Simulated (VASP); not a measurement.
An input for Ansatz (written as the equivalent of a VASP run, and not itself run):

Ansatz 0.2 input:
```yaml
crystal:
  lattice:
    - [0.0000000, 2.6116334, 2.6116334]
    - [2.6116334, 0.0000000, 2.6116334]
    - [2.6116334, 2.6116334, 0.0000000]
  atoms:
    - { symbol: Mg, position: [0.0000000, 0.0000000, 0.0000000] }
    - { symbol: S, position: [0.5000000, 0.5000000, 0.5000000] }
kpoints:
  mp_grid: { grid: [9, 9, 9] }
hamiltonian:
  xc: pbe
  pseudopotentials: { kind: paw }
scf:
  occupations: { method: gaussian, width: 0.05 }
  max_iter: 100
relax:
  max_steps: 40
  f_tol: 0.02
  cell: {}
output: { forces: true, stress: true, eigenvalues: true }
```

Problem. Write the VASP files for the same calculation (PBE).

Solution. One answer among several that fit: 
INCAR:
```
SYSTEM = MgS
PREC = Accurate
ENCUT = 500
EDIFF = 1E-6
NELM = 100
ALGO = Normal
LREAL = .FALSE.
LASPH = .TRUE.
ISMEAR = 0
SIGMA = 0.05
GGA = PE
LWAVE = .FALSE.
LCHARG = .FALSE.
IBRION = 2
ISIF = 3
NSW = 40
EDIFFG = -0.02
```

KPOINTS:
```
Automatic mesh
0
Gamma
9 9 9
0 0 0
```

File POSCAR:
```
MgS
1
   -0.0000000000     2.6116333956     2.6116333956
    2.6116333956    -0.0000000000     2.6116333956
    2.6116333956     2.6116333956     0.0000000000
Mg S
1 1
Direct
  0.0000000000   0.0000000000   0.0000000000
  0.5000000000   0.5000000000   0.5000000000
```

POTCAR, in this order: Mg S (PBE.64 set). Program: vasp_std.

The two are equivalent in intent, not identical: each code has its own PAW files, so the cut-off isn't converted (ENCUT is set for VASP's; basis.ecutwfc is left out, and Ansatz then takes the one that its files recommend); Ansatz stops its SCF on the density residual and VASP on the energy change (EDIFF).

The compound is MgS in the rock salt structure. It was relaxed first.
